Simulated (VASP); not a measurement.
OSZICAR of a VASP run on SiO2 (quartz):

**OSZICAR**
```
       N       E                     dE             d eps       ncg     rms          rms(c)
DAV:   1     0.311880950804E+03    0.31188E+03   -0.29172E+04  1392   0.180E+03
DAV:   2    -0.635693001951E+02   -0.37545E+03   -0.36511E+03  1829   0.358E+02
DAV:   3    -0.814363177044E+02   -0.17867E+02   -0.17796E+02  1627   0.858E+01
DAV:   4    -0.816614384486E+02   -0.22512E+00   -0.22470E+00  1656   0.105E+01
DAV:   5    -0.816654189626E+02   -0.39805E-02   -0.39788E-02  1592   0.138E+00    0.247E+01
DAV:   6    -0.735671161752E+02    0.80983E+01   -0.35180E+01  1627   0.336E+01    0.120E+01
DAV:   7    -0.735020936865E+02    0.65022E-01   -0.10210E+00  1675   0.539E+00    0.454E+00
DAV:   8    -0.734705997296E+02    0.31494E-01   -0.47913E-02  1627   0.186E+00    0.145E+00
DAV:   9    -0.734724455681E+02   -0.18458E-02   -0.13136E-02  1622   0.963E-01    0.315E-01
DAV:  10    -0.734731401134E+02   -0.69455E-03   -0.22159E-03  1627   0.295E-01    0.860E-02
DAV:  11    -0.734730846285E+02    0.55485E-04   -0.77732E-04  1632   0.171E-01    0.229E-02
DAV:  12    -0.734730833199E+02    0.13085E-05   -0.30599E-05  1627   0.376E-02    0.528E-03
DAV:  13    -0.734730848407E+02   -0.15208E-05   -0.34180E-06  1342   0.118E-02    0.251E-03
DAV:  14    -0.734730850309E+02   -0.19020E-06   -0.32989E-07  1051   0.390E-03
   1 F= -.67506817E+02 E0= -.67506817E+02  d E =-.675068E+02
       N       E                     dE             d eps       ncg     rms          rms(c)
DAV:   1    -0.734762207813E+02   -0.31359E-02   -0.25963E-02  1502   0.117E+00    0.108E-01
DAV:   2    -0.734760814004E+02    0.13938E-03   -0.42233E-04  1632   0.142E-01    0.532E-02
DAV:   3    -0.734760270140E+02    0.54386E-04   -0.75042E-05  1678   0.617E-02    0.139E-02
DAV:   4    -0.734760230800E+02    0.39340E-05   -0.13254E-05  1617   0.246E-02    0.394E-03
DAV:   5    -0.734760228875E+02    0.19253E-06   -0.70851E-07  1021   0.578E-03
   2 F= -.67507034E+02 E0= -.67507034E+02  d E =-.216775E-03
```

Problem. Which electronic solver shows in the log?

Solution. It is blocked Davidson (ALGO = Normal, or the opening steps of other solvers). The INCAR had ALGO = Normal.

Problem. Can the final energy be trusted as converged?

Solution. The calculation finished and met its thresholds. It stopped with EDIFF = 1E-6, NELM = 100, NSW = 40 and EDIFFG = -0.02 after 2 ionic steps (PBEsol GGA, plane waves, VASP's PBE PAW potentials (set 64)).

The compound is SiO2 in the quartz structure. This run relaxes it under an external pressure of 10 GPa. Symmetry was kept, so distortions that lower it aren't found.
